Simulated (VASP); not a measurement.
Given:

```xyz
4
Lattice="0.0000 2.0755 2.0755 2.0755 0.0000 2.0755 7.5538 7.5538 0.7482" Properties=species:S:1:pos:R:3 pbc="T T T"
Pd     0.0000     0.0000     0.0000
Al     1.8158     1.8158     0.2597
Al     3.7769     3.7769     0.3741
Al     7.8135     7.8135     4.6394
```

Calculation: PBEsol GGA, VASP's PBE PAW potentials (set 64) (plane waves; VASP 6.6.1). Settings: 400 eV cut-off, 14×14×4 Γ-centred mesh, tetrahedra with Blöchl corrections, potentials Pd Al.

The cores are frozen, which limits the accuracy of field gradients.

Q: Give the principal components of the electric field gradient (V/Å²) and the asymmetry η at each nucleus.

A: 
```json
[
 {"atom": "Pd1", "Vxx": "-7.5", "Vyy": "-7.5", "Vzz": "15.0", "η": "0.00"},
 {"atom": "Al2", "Vxx": "9.7", "Vyy": "9.7", "Vzz": "-19.4", "η": "0.00"},
 {"atom": "Al3", "Vxx": "8.9", "Vyy": "8.9", "Vzz": "-17.7", "η": "0.00"},
 {"atom": "Al4", "Vxx": "9.7", "Vyy": "9.7", "Vzz": "-19.4", "η": "0.00"}
]
```

The structure was generated: Al3Pd was put into an ordered model structure (R-3m), which need not be its known phase. It was relaxed first.
